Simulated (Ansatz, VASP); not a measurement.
**Cross-check of HfO2 between VASP and Ansatz**

Aim: how closely do two programs agree when they are given the same cell, functional and k mesh? The cell is taken from a series of runs on this material, whose earlier steps may have relaxed, scaled, displaced or heated it; both programs get it as it stands.

Main program and level: Ansatz 0.2.0; plane waves, with VASP 6.6.1 beside it; PBE.

## 1. Set-up

The structure is tetragonal, space group P4_2/nmc (No. 137). The conventional cell has a = 3.596 Å, b = 3.596 Å, c = 5.237 Å, α = 90.00°, β = 90.00°, γ = 90.00°. Nearest to O lie 4 Hf at 2.07 to 2.40 Å. Nearest to Hf lie 8 O at 2.07 to 2.40 Å. Farther neighbours and most contacts between anions are not listed.

As a file:

```
O Hf
1.0
     3.59619    0.00000    0.00000
     0.00000    3.59619    0.00000
     0.00000    0.00000    5.23747
O Hf
4 2
Cartesian
  0.0000 1.7981 3.6424
  1.7981 0.0000 4.2138
  1.7981 0.0000 1.5950
  0.0000 1.7981 1.0237
  1.7981 1.7981 2.6187
  0.0000 0.0000 5.2375
```

## 2. VASP: zone-centre phonons, PBE

Second derivatives magnify differences that forces hide, and they need a tight electronic threshold.

Lines of VASP's logs that name or quote its potential files are left out, and so is its time.

Input file INCAR:

```
SYSTEM = HfO2
PREC = Accurate
ENCUT = 600
EDIFF = 1E-08
NELM = 120
ISMEAR = 0
SIGMA = 0.01
LREAL = .FALSE.
ALGO = Normal
GGA = PE
NBANDS = 28
LASPH = .TRUE.
LORBIT = 11
LWAVE = .FALSE.
LCHARG = .FALSE.
ISIF = 2
IBRION = 8
LEPSILON = .TRUE.
GGA_COMPAT = .FALSE.
EFERMI = MIDGAP
KPAR = 2
```

Input file POSCAR:

```
HfO2
1.0
    3.5961863017      0.0000000000      0.0000000000
    0.0000000000      3.5961863017      0.0000000000
    0.0000000000      0.0000000000      5.2374665114
O Hf
4 2
Direct
    0.0000000000      0.5000000000      0.6954577188
    0.5000000000      0.0000000000      0.8045422812
    0.5000000000      0.0000000000      0.3045422812
    0.0000000000      0.5000000000      0.1954577188
    0.5000000000      0.5000000000      0.5000000000
    0.0000000000      0.0000000000      1.0000000000
```

Input file KPOINTS:

```
Automatic mesh
0
Gamma
8 8 4
0 0 0
```

The projector-augmented-wave data sets are O and Hf_pv (PBE family, release 64).

Run with:

```bash
$ mpirun -np 2 vasp_std
```

Numbers of over 12 decimals in the logs are rounded to 6 here.

The log of the run:

```text
[banner, memory and clock lines left out]
running    2 mpi-ranks, on    1 nodes
 distrk:  each k-point on    1 cores,    2 groups
 distr:  one band on    1 cores,    1 groups

 POSCAR found type information on POSCAR O Hf
 POSCAR found :  2 types and       6 ions
 LDA part: xc-table for (Slater+PW92), standard interpolation
 POSCAR, INCAR and KPOINTS ok, starting setup
 FFT: planning ... GRIDC
 FFT: planning ... GRID_SOFT
 FFT: planning ... GRID
 WAVECAR not read
 entering main loop
       N       E                     dE             d eps       ncg     rms          rms(c)
DAV:   1     0.274233850664E+03    0.27423E+03   -0.27427E+04  2520   0.175E+03
DAV:   2    -0.572241982309E+02   -0.33146E+03   -0.32218E+03  3256   0.402E+02
DAV:   3    -0.717372451654E+02   -0.14513E+02   -0.14470E+02  3004   0.771E+01
DAV:   4    -0.718864813429E+02   -0.14924E+00   -0.14913E+00  3376   0.862E+00
DAV:   5    -0.718876775938E+02   -0.11963E-02   -0.11961E-02  3204   0.727E-01    0.701E+01
DAV:   6    -0.609201749217E+02    0.10968E+02   -0.60132E+01  2888   0.420E+01    0.596E+01
DAV:   7    -0.607505040977E+02    0.16967E+00   -0.24326E+00  3096   0.106E+01    0.367E+01
DAV:   8    -0.607328756952E+02    0.17628E-01   -0.31260E-01  3048   0.452E+00    0.755E+00
DAV:   9    -0.607122931297E+02    0.20583E-01   -0.90962E-02  2848   0.203E+00    0.260E+00
DAV:  10    -0.607116932129E+02    0.59992E-03   -0.76254E-03  3204   0.581E-01    0.577E-02
DAV:  11    -0.607117686056E+02   -0.75393E-04   -0.46399E-04  3104   0.146E-01    0.165E-01
DAV:  12    -0.607117982336E+02   -0.29628E-04   -0.62168E-05  3180   0.469E-02    0.135E-01
DAV:  13    -0.607118003013E+02   -0.20677E-05   -0.38692E-06  2972   0.134E-02    0.816E-03
DAV:  14    -0.607118008323E+02   -0.53098E-06   -0.47413E-07  3140   0.426E-03    0.116E-02
DAV:  15    -0.607118006693E+02    0.16304E-06   -0.16319E-07  3188   0.231E-03    0.331E-04
DAV:  16    -0.607118006891E+02   -0.19876E-07   -0.44624E-09  1824   0.474E-04    0.102E-04
DAV:  17    -0.607118006956E+02   -0.64924E-08   -0.91674E-10  1664   0.200E-04
   1 F= -.60711801E+02 E0= -.60711801E+02  d E =0.000000E+00
 Linear response reoptimize wavefunctions to high precision
DAV:   1    -0.607118006920E+02    0.36503E-08   -0.13460E-10  1684   0.858E-05
DAV:   2    -0.607118006919E+02    0.96861E-10   -0.24119E-11  1612   0.315E-05
 Linear response G [H, r] |phi>, progress :
  Direction:   1
       N       E                     dE             d eps       ncg     rms
RMM:   1    -0.183260424560E+03   -0.18326E+03    0.13539E+03  3664   0.232E+02
RMM:   2    -0.178954434852E+03    0.43060E+01   -0.69395E+01  4035   0.404E+01
RMM:   3    -0.179682988791E+03   -0.72855E+00   -0.57103E+00  4755   0.712E+00
RMM:   4    -0.179705765558E+03   -0.22777E-01   -0.33125E-01  5142   0.160E+00
RMM:   5    -0.179705027561E+03    0.73800E-03   -0.20136E-02  4978   0.377E-01
RMM:   6    -0.179705131669E+03   -0.10411E-03   -0.15934E-03  5151   0.945E-02
RMM:   7    -0.179705144656E+03   -0.12987E-04   -0.44798E-05  5119   0.301E-02
RMM:   8    -0.179705125111E+03    0.19544E-04    0.38064E-04  4985   0.142E-02
RMM:   9    -0.179705161156E+03   -0.36044E-04    0.25187E-04  4589   0.110E-02
RMM:  10    -0.179705147088E+03    0.14068E-04    0.35882E-04  4525   0.102E-02
RMM:  11    -0.179705147335E+03   -0.24732E-06    0.56023E-04  4306   0.100E-02
RMM:  12    -0.179705147638E+03   -0.30319E-06   -0.96485E-06  3910   0.995E-03
RMM:  13    -0.179705147993E+03   -0.35419E-06    0.23341E-04  3746   0.991E-03
 Linear response G [H, r] |phi>, progress :
  Direction:   2
       N       E                     dE             d eps       ncg     rms
RMM:   1    -0.179690273561E+03   -0.17969E+03    0.15629E+03  3676   0.238E+02
RMM:   2    -0.175181880769E+03    0.45084E+01   -0.84524E+01  4050   0.431E+01
RMM:   3    -0.176093696041E+03   -0.91182E+00   -0.66603E+00  4815   0.804E+00
RMM:   4    -0.176118277826E+03   -0.24582E-01   -0.34360E-01  5104   0.172E+00
RMM:   5    -0.176117490661E+03    0.78717E-03   -0.25995E-02  4989   0.423E-01
RMM:   6    -0.176117657685E+03   -0.16702E-03   -0.25307E-03  5213   0.109E-01
RMM:   7    -0.176117630996E+03    0.26689E-04   -0.10480E-04  5159   0.341E-02
RMM:   8    -0.176117648037E+03   -0.17041E-04   -0.29840E-04  5009   0.173E-02
RMM:   9    -0.176117669626E+03   -0.21589E-04   -0.30084E-04  4789   0.138E-02
RMM:  10    -0.176117650460E+03    0.19166E-04   -0.81603E-04  4510   0.129E-02
RMM:  11    -0.176117653325E+03   -0.28656E-05   -0.12239E-03  4379   0.126E-02
RMM:  12    -0.176117654706E+03   -0.13812E-05   -0.92233E-04  3960   0.125E-02
RMM:  13    -0.176117654490E+03    0.21583E-06   -0.89774E-04  3800   0.125E-02
 Linear response G [H, r] |phi>, progress :
  Direction:   3
       N       E                     dE             d eps       ncg     rms
RMM:   1    -0.182911771487E+03   -0.18291E+03    0.12321E+03  3940   0.223E+02
[...]
RMM:   3    -0.230464048525E+00    0.60456E-03   -0.14272E-03  8669   0.167E-01    0.559E-01
RMM:   4    -0.229564713670E+00    0.89933E-03   -0.33985E-04  9897   0.900E-02    0.141E-01
RMM:   5    -0.229350837364E+00    0.21388E-03   -0.38457E-05 10482   0.260E-02    0.189E-02
RMM:   6    -0.229374382418E+00   -0.23545E-04    0.32012E-06 10004   0.116E-02    0.176E-02
RMM:   7    -0.229369375696E+00    0.50067E-05    0.20529E-05 10833   0.343E-03    0.104E-02
RMM:   8    -0.229363438842E+00    0.59369E-05    0.29714E-06  9843   0.169E-03    0.689E-04
RMM:   9    -0.229364020733E+00   -0.58189E-06    0.44588E-06 10871   0.753E-04    0.628E-04
RMM:  10    -0.229363957029E+00    0.63705E-07    0.13998E-06 10843   0.506E-04    0.106E-04
RMM:  11    -0.229364190643E+00   -0.23361E-06    0.62434E-07 10896   0.398E-04    0.945E-05
RMM:  12    -0.229364165000E+00    0.25642E-07   -0.21414E-07 11253   0.348E-04    0.990E-05
RMM:  13    -0.229364217652E+00   -0.52652E-07   -0.34960E-08 11152   0.324E-04    0.458E-05
RMM:  14    -0.229364228643E+00   -0.10991E-07   -0.48288E-07 11010   0.312E-04    0.298E-05
RMM:  15    -0.229364236371E+00   -0.77275E-08   -0.14705E-07  9879   0.307E-04    0.175E-05
RMM:  16    -0.229364239708E+00   -0.33377E-08   -0.52374E-07 10028   0.304E-04    0.513E-06
[...]
RMM:  20    -0.229364240175E+00   -0.57010E-08   -0.48551E-07  8472   0.302E-04    0.109E-06
RMM:  21    -0.229364234221E+00    0.59543E-08   -0.23643E-07  8285   0.302E-04    0.180E-06
RMM:  22    -0.229364236681E+00   -0.24609E-08   -0.51295E-07  8461   0.302E-04    0.116E-06
RMM:  23    -0.229364235667E+00    0.10144E-08   -0.19978E-07  8338   0.302E-04    0.526E-07
RMM:  24    -0.229364235208E+00    0.45945E-09   -0.52697E-07  8120   0.302E-04    0.104E-06
RMM:  25    -0.229364234597E+00    0.61033E-09   -0.17863E-07  8120   0.302E-04    0.978E-07
RMM:  26    -0.229364236149E+00   -0.15516E-08   -0.53500E-07  8104   0.302E-04    0.104E-06
RMM:  27    -0.229364233244E+00    0.29051E-08   -0.16096E-07  8067   0.302E-04    0.968E-07
 first order change of Fermi-energy   0.24661E-04
 force on displaced ion       5 direction 1 :  -9.392   0.000  -0.002
 Born effective charge ion    5 direction 1 :   5.512   0.000   0.000
 Linear response progress:
  Degree of freedom:   5/  5
       N       E                     dE             d eps       ncg     rms          rms(c)
RMM:   1    -0.260611844625E+00   -0.26061E+00    0.22187E+00  5315   0.847E+00
RMM:   2    -0.251500849985E+00    0.91110E-02   -0.41605E-02  6337   0.114E+00    0.781E-01
RMM:   3    -0.250553577438E+00    0.94727E-03   -0.30454E-03  7578   0.213E-01    0.499E-01
RMM:   4    -0.249531210359E+00    0.10224E-02   -0.85081E-04  7417   0.169E-01    0.171E-01
RMM:   5    -0.249309781263E+00    0.22143E-03   -0.21122E-04  8943   0.536E-02    0.329E-02
RMM:   6    -0.249363395478E+00   -0.53614E-04   -0.22262E-05  7848   0.211E-02    0.204E-02
RMM:   7    -0.249382583305E+00   -0.19188E-04   -0.19457E-05  8870   0.671E-03    0.176E-02
RMM:   8    -0.249386401788E+00   -0.38185E-05   -0.58088E-06  7428   0.462E-03    0.552E-03
RMM:   9    -0.249388862651E+00   -0.24609E-05   -0.77718E-07  8276   0.180E-03    0.601E-04
RMM:  10    -0.249389658014E+00   -0.79536E-06   -0.35928E-06  8585   0.763E-04    0.714E-04
RMM:  11    -0.249389774194E+00   -0.11618E-06   -0.17299E-06  8829   0.474E-04    0.376E-04
RMM:  12    -0.249390352370E+00   -0.57818E-06   -0.29246E-06  8128   0.423E-04    0.189E-04
RMM:  13    -0.249390368624E+00   -0.16255E-07   -0.10931E-06  9106   0.346E-04    0.556E-05
RMM:  14    -0.249390436066E+00   -0.67441E-07   -0.19707E-06  9520   0.312E-04    0.191E-05
[...]
RMM:  69    -0.249390421914E+00    0.16215E-07    0.16953E-07  6133   0.295E-04    0.528E-07
RMM:  70    -0.249390441801E+00   -0.19887E-07   -0.12734E-06  6127   0.295E-04    0.417E-07
RMM:  71    -0.249390429593E+00    0.12208E-07    0.16990E-07  6127   0.295E-04    0.542E-07
RMM:  72    -0.249390435923E+00   -0.63293E-08   -0.12454E-06  6121   0.295E-04    0.426E-07
RMM:  73    -0.249390424926E+00    0.10997E-07    0.21656E-07  6140   0.295E-04    0.553E-07
RMM:  74    -0.249390445724E+00   -0.20799E-07   -0.14548E-06  6113   0.295E-04    0.463E-07
RMM:  75    -0.249390428639E+00    0.17085E-07    0.25636E-07  6113   0.295E-04    0.555E-07
RMM:  76    -0.249390439602E+00   -0.10963E-07   -0.12813E-06  6117   0.295E-04    0.486E-07
 first order change of Fermi-energy   0.20464E+01
 force on displaced ion       5 direction 3 :   0.000   0.000 -23.271
 Born effective charge ion    5 direction 3 :   0.000   0.000   4.755
 Born effective charges drift removed
 Linear response finished
```

(Continued in part 2 of 3.)

[Lines on the potential files, build, host, timing and source positions are cut from VASP's logs without a mark.]

[Logs are printed without paths, hosts, clocks, repeated set-up lines and the standing remarks that a program may print on its own settings, such as how far it seeks lower states.]

[Hosts, paths, dates, database ids (printed as entryN), source tags and the programs' standing remarks are cut or masked in the printed files.]
